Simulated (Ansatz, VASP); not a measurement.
# Two plane-wave programs on K3AlO2

```xyz
6
Lattice="4.0772 2.3540 3.0783 -4.0772 2.3540 3.0783 0.0000 -4.7080 3.0783" Properties=species:S:1:pos:R:3 pbc="T T T"
K     0.0000   -2.3540    1.5391
K     2.0386    1.1770    1.5391
K    -2.0386    1.1770    1.5391
Al    0.0000    0.0000    4.6174
O     0.0000    0.0000    2.9120
O     0.0000    0.0000    6.3229
```

Alike in both runs: functional PBE; k mesh 3 × 3 × 3; occupations gaussian, width 0.1 eV; no spin polarisation.

Ansatz relaxed the structure, and its values are those at the end. VASP's run is a single point on that final structure, the one shown.

|  | VASP | Ansatz |
| --- | --- | --- |
| version | VASP 6.6.1 | Ansatz 0.2.0 |
| potentials or method | VASP PAW PBE potentials, release 64 (K_sv, Al, O) | scalar-relativistic, plane waves, PAW |
| plane-wave cutoff (eV) | 520 | 420 |
| valence electrons in the cell | 42 | 42 |

Ansatz gave:

| Quantity | Value |
| --- | --- |
| gap on the k mesh at the Fermi level (eV) | 0.54 |
| least direct gap on the mesh (eV) | 0.90 |
| pressure (GPa) | 0.0 |
| rms of the force components (eV/Å) | 0.013 |

Q: Estimate VASP's values.

A: gap on the k mesh at the Fermi level (eV): 0.54; least direct gap on the mesh (eV): 0.90; pressure (GPa): 0.1; rms of the force components (eV/Å): 0.031.

Caveats: an odd mesh through Γ misses points on the zone boundary, where band edges often lie.
